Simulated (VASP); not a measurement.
Write the native input for VASP 6.6.1 that does the following.

```
Task                   : single point
Functional             : LDA
Potentials or basis    : VASP PAW LDA potentials, release 64 (Bi_d, Pd)
Cutoff                 : 520 eV
k mesh                 : 7 × 7 × 7
Occupations            : fermi-dirac, width 0.1 eV
Spin                   : no spin polarisation
Dipole correction      : no
Further INCAR settings : ALGO = Fast; EDIFF = 1e-07; NBANDS = 30
```

The structure of BiPd3 lies in POSCAR:

```
BiPd3
1.0
    0.0000000000      3.2630900000      3.2630900000
    3.2630900000      0.0000000000      3.2630900000
    3.2630900000      3.2630900000      0.0000000000
Bi Pd
1 3
Direct
    0.5000000000      0.5000000000      0.5000000000
    0.7500000000      0.7500000000      0.7500000000
    0.2500000000      0.2500000000      0.2500000000
    0.0000000000      0.0000000000      0.0000000000
```

The cell comes from a database or a generator and needn't be the stable form of this composition.

The input as run:

INCAR

```
PREC = Accurate
ENCUT = 520
EDIFF = 1E-7
ISMEAR = -1
SIGMA = 0.1
LREAL = False
LASPH = True
NELM = 100
ALGO = Fast
ISIF = 2
LWAVE = False
LCHARG = False
NBANDS = 30
```

KPOINTS

```
Automatic mesh
0
Gamma
  7 7 7
```

Potentials or basis: VASP PAW LDA potentials, release 64 (Bi_d, Pd).

Launch:

```sh
$ cat potpaw_LDA.64/Bi_d/POTCAR potpaw_LDA.64/Pd/POTCAR > POTCAR
$ mpirun -np 1 vasp_std > vasp.out
```

It gave:

- Pressure: -7.2 GPa
- Band gap on the k mesh: none (metal or under the smearing width)

Caveat: spin-orbit coupling is left out, which moves the levels of the heavy elements.

Wall time 42 s on 1 thread of Intel(R) Xeon(R) Platinum 8488C (Sapphire Rapids), with other jobs on the host, peak memory 0.19 GiB.
